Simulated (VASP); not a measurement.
# SiSn (relaxed from the NiAs type structure, space group P6_3/mmc): computed properties

Calculation: PBEsol GGA, VASP's PBE PAW potentials (set 64) (plane waves; VASP).

For SiSn, the space group comes out as P6_3/mmc (194), the cell is a = 3.932 Å, b = 3.932 Å, c = 6.560 Å, α = 90.00°, β = 90.00°, γ = 120.00° and the volume per atom is 21.96 Å³/atom. The band gap (over mesh and band path) is none (metal, semimetal or under 0.01 eV) and the density comes out as 5.55 g/cm³.

```
CELL_PARAMETERS angstrom
      3.93177     0.00000     0.00000
     -1.96589     3.40501     0.00000
      0.00000     0.00000     6.56031
ATOMIC_POSITIONS crystal
  Si 0.00000 0.00000 0.00000
  Si 0.00000 0.00000 0.50000
  Sn 0.33333 0.66667 0.25000
  Sn 0.66667 0.33333 0.75000
```

Unless said otherwise, spin-orbit coupling is left out, though it shifts the bands of the heavy elements here.

The structure was generated: SiSn was put into the NiAs type type (P6_3/mmc), which need not be its known phase. It was relaxed first, which changed the volume by +15 %. Symmetry was kept, so distortions that lower it aren't found.
